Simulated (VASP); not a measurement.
All values below come from PBE GGA with D3 dispersion (zero damping), VASP's PBE PAW potentials (set 64) (plane waves; VASP).

A VASP calculation is set up with these files.

### KPOINTS
```
k-points along high-symmetry lines
15
Line-mode
Reciprocal
  0.000000   0.000000   0.000000 ! GAMMA
  0.500000   0.000000   0.500000 ! X

  0.500000   0.000000   0.500000 ! X
  0.625000   0.250000   0.625000 ! U

  0.375000   0.375000   0.750000 ! K
  0.000000   0.000000   0.000000 ! GAMMA

  0.000000   0.000000   0.000000 ! GAMMA
  0.500000   0.500000   0.500000 ! L

  0.500000   0.500000   0.500000 ! L
  0.500000   0.250000   0.750000 ! W

  0.500000   0.250000   0.750000 ! W
  0.500000   0.000000   0.500000 ! X
```

**POSCAR**
```
MgO
2.1036590
  0.0000000000   1.0000002054   1.0000002054
  1.0000002054   0.0000000000   1.0000002054
  1.0000002054   1.0000002054   0.0000000000
Mg O
1 1
Cart
  1.0000002054   1.0000002054   0.0000000000
  1.0000002054   1.0000002054   1.0000002054
```

**INCAR**
```
! general
SYSTEM = MgO
PREC   = Accurate
ENCUT  = 520   ! plane-wave cut-off (eV)
LREAL  = .False.
LASPH  = .True.   ! aspherical one-centre terms
ICHARG = 11   ! fixed density

! electronic loop
EDIFF  = 1E-7   ! SCF stop (eV)
NELM   = 100   ! most electronic steps
ALGO   = Normal   ! blocked Davidson

! smearing
ISMEAR = 0
SIGMA  = 0.05   ! width (eV)

! functional
GGA    = PE   ! PBE
IVDW   = 11   ! D3, zero damping

! output
LWAVE  = .False.
LCHARG = .False.
LORBIT = 11
```

POTCAR, in this order: Mg O (PBE.64 set). Program: vasp_std. Read from the step before: CHGCAR.

Output

**OSZICAR**
```
       N       E                     dE             d eps       ncg     rms          rms(c)
DAV:   1     0.128316326058E+02    0.12832E+02   -0.48056E+03  1704   0.881E+02
DAV:   2    -0.106728766681E+02   -0.23505E+02   -0.22686E+02  1792   0.130E+02
DAV:   3    -0.109681397408E+02   -0.29526E+00   -0.29526E+00  1728   0.167E+01
DAV:   4    -0.109686442501E+02   -0.50451E-03   -0.50451E-03  1896   0.680E-01
DAV:   5    -0.109686448827E+02   -0.63254E-06   -0.63254E-06  1856   0.187E-02
DAV:   6    -0.109686448845E+02   -0.17794E-08   -0.17795E-08  1920   0.678E-04
   1 F= -.11387362E+02 E0= -.11387362E+02  d E =-.661618E-11
```

OUTCAR:
```
 val. band max:        3.2123137701   @ k =   0.0000   0.0000   0.0000

 cond. band min:       7.9717537293   @ k =   0.0000   0.0000   0.0000



 k-point     1 :       0.0000    0.0000    0.0000
  band No.  band energies     occupation
      1     -14.0685      2.00000
      2       3.2123      2.00000
      3       3.2123      2.00000
      4       3.2123      2.00000
      5       7.9718      0.00000
      6      19.0314      0.00000
      7      19.0314      0.00000
      8      19.0314      0.00000

 k-point     2 :       0.0357    0.0000    0.0357
  band No.  band energies     occupation
      1     -14.0502      2.00000
      2       3.1044      2.00000
      3       3.1917      2.00000
      4       3.1917      2.00000
      5       8.0936      0.00000
      6      18.7293      0.00000
      7      19.0772      0.00000
      8      19.0772      0.00000

 k-point     3 :       0.0714    0.0000    0.0714
  band No.  band energies     occupation
      1     -13.9958      2.00000
      2       2.8129      2.00000
      3       3.1318      2.00000
      4       3.1318      2.00000
      5       8.4274      0.00000
      6      18.0443      0.00000
      7      19.2112      0.00000
      8      19.2112      0.00000

 k-point     4 :       0.1071    0.0000    0.1071
  band No.  band energies     occupation
      1     -13.9076      2.00000
      2       2.4049      2.00000
      3       3.0373      2.00000
      4       3.0373      2.00000
      5       8.9073      0.00000
      6      17.2448      0.00000
      7      19.4232      0.00000
      8      19.4232      0.00000

 k-point     5 :       0.1429    0.0000    0.1429
  band No.  band energies     occupation
      1     -13.7894      2.00000
      2       1.9412      2.00000
      3       2.9155      2.00000
      4       2.9155      2.00000
      5       9.4734      0.00000
      6      16.4463      0.00000
      7      19.6979      0.00000
      8      19.6979      0.00000
...
```

The density is held fixed in this step, so its total energy and stress have no physical meaning.

The compound is MgO in the rock salt structure. It was relaxed first.
